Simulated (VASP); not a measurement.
These are PBE GGA, VASP's PBE PAW potentials (set 64) (plane waves; VASP) values and carry that method's errors.

A VASP calculation is set up with these files.

File POSCAR:
```
Pb32Te31
1
   13.1200611128     0.0000000000     0.0000000000
    0.0000000000    13.1200611128    -0.0000000000
   -0.0000000000    -0.0000000000    13.1200611128
Te Pb
31 32
Direct
  0.7500000000   0.2500000000   0.2500000000
  0.0000000000   0.5000000000   0.2500000000
  0.0000000000   0.2500000000   0.5000000000
  0.2500000000   0.2500000000   0.2500000000
  0.7500000000   0.7500000000   0.2500000000
  0.0000000000   0.0000000000   0.2500000000
  0.5000000000   0.2500000000   0.5000000000
  0.7500000000   0.5000000000   0.5000000000
  0.0000000000   0.7500000000   0.5000000000
  0.7500000000   0.2500000000   0.7500000000
  0.0000000000   0.5000000000   0.7500000000
  0.0000000000   0.2500000000   0.0000000000
  0.2500000000   0.7500000000   0.2500000000
  0.5000000000   0.0000000000   0.2500000000
  0.2500000000   0.5000000000   0.5000000000
  0.5000000000   0.7500000000   0.5000000000
  0.7500000000   0.0000000000   0.5000000000
  0.2500000000   0.2500000000   0.7500000000
  0.5000000000   0.5000000000   0.7500000000
  0.7500000000   0.7500000000   0.7500000000
  0.0000000000   0.0000000000   0.7500000000
  0.5000000000   0.2500000000   0.0000000000
  0.7500000000   0.5000000000   0.0000000000
  0.0000000000   0.7500000000   0.0000000000
  0.2500000000   0.0000000000   0.5000000000
  0.2500000000   0.7500000000   0.7500000000
  0.5000000000   0.0000000000   0.7500000000
  0.2500000000   0.5000000000   0.0000000000
  0.5000000000   0.7500000000   0.0000000000
  0.7500000000   0.0000000000   0.0000000000
  0.2500000000   0.0000000000   0.0000000000
  0.5000000000   0.0000000000   0.0000000000
  0.7500000000   0.2500000000   0.0000000000
  0.7500000000   0.0000000000   0.2500000000
  0.0000000000   0.0000000000   0.0000000000
  0.2500000000   0.2500000000   0.0000000000
  0.5000000000   0.5000000000   0.0000000000
  0.7500000000   0.7500000000   0.0000000000
  0.2500000000   0.0000000000   0.2500000000
  0.5000000000   0.2500000000   0.2500000000
  0.7500000000   0.5000000000   0.2500000000
  0.5000000000   0.0000000000   0.5000000000
  0.7500000000   0.2500000000   0.5000000000
  0.7500000000   0.0000000000   0.7500000000
  0.0000000000   0.5000000000   0.0000000000
  0.2500000000   0.7500000000   0.0000000000
  0.0000000000   0.2500000000   0.2500000000
  0.2500000000   0.5000000000   0.2500000000
  0.5000000000   0.7500000000   0.2500000000
  0.0000000000   0.0000000000   0.5000000000
  0.2500000000   0.2500000000   0.5000000000
  0.5000000000   0.5000000000   0.5000000000
  0.7500000000   0.7500000000   0.5000000000
  0.2500000000   0.0000000000   0.7500000000
  0.5000000000   0.2500000000   0.7500000000
  0.7500000000   0.5000000000   0.7500000000
  0.0000000000   0.7500000000   0.2500000000
  0.0000000000   0.5000000000   0.5000000000
  0.2500000000   0.7500000000   0.5000000000
  0.0000000000   0.2500000000   0.7500000000
  0.2500000000   0.5000000000   0.7500000000
  0.5000000000   0.7500000000   0.7500000000
  0.0000000000   0.7500000000   0.7500000000
```

**INCAR**
```
# general
SYSTEM  = Pb32Te31
PREC    = Normal
ENCUT   = 400
LREAL   = Auto   # projection in real space or not
LASPH   = .TRUE.
ISYM    = 0
NELECT  = 313.0

# electronic loop
EDIFF   = 1E-5   # SCF stop (eV)
NELM    = 100   # most electronic steps
NELMIN  = 4
ALGO    = Fast
LMAXMIX = 4

# smearing
ISMEAR  = 0
SIGMA   = 0.05   # width (eV)

# functional
GGA     = PE   # PBE

# spin
ISPIN   = 2
MAGMOM  = 63*0.0476
NUPDOWN = 3

# ions
IBRION  = 2   # conjugate gradients
NSW     = 60
ISIF    = 2   # forces and stress, cell fixed
EDIFFG  = -0.03

# output
LWAVE   = .FALSE.
LCHARG  = .FALSE.
LORBIT  = 10
```

KPOINTS:
```
Automatic
0
gamma
1 1 1
0 0 0
```

POTCAR, in this order: Te Pb (PBE.64 set). Program: vasp_gam.

Problem. What will the output report for the number of irreducible k-points (NKPTS), largest plane-wave count, FFT grid (NGX, NGY, NGZ)?

Solution. 
```json
{
  "number of irreducible k-points (NKPTS)": "1",
  "largest_plane_wave_count": "20422",
  "FFT grid (NGX, NGY, NGZ)": "64 × 64 × 64"
}
```

The cell is a supercell with a defect, built from PbTe (rock salt): vac_Te, charge +1.
